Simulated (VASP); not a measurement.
Given:

```
HfN
1.0
    3.09681     0.00000     0.00000
   -1.54841     2.68192     0.00000
    0.00000     0.00000     5.34858
Hf N
2 2
Direct
  0.66667   0.33333   0.75000
  0.33333   0.66667   0.25000
  0.00000   0.00000   0.00000
  0.00000   0.00000   0.50000
```

These are LDA (Ceperley-Alder, Perdew-Zunger), VASP's LDA PAW potentials (set 64) (plane waves; VASP 6.6.1) values and carry that method's errors. Numerical set-up: 520 eV cut-off, Gaussian smearing of 0.050 eV, potentials Hf_pv N.

Unless said otherwise, spin-orbit coupling is left out, though it shifts the bands of the heavy elements here.

### Question
What does the run give for the band gap (along the path) with the smallest direct gap where there is one?

### Answer

```yaml
band gap (along the path): none (metal, semimetal or under 0.01 eV)
```

Only differences to runs with the same potentials and settings are physical.

The structure comes from a computed database's HfN entry (P6_3/mmc); how it stands against other phases isn't given here. It was relaxed first.
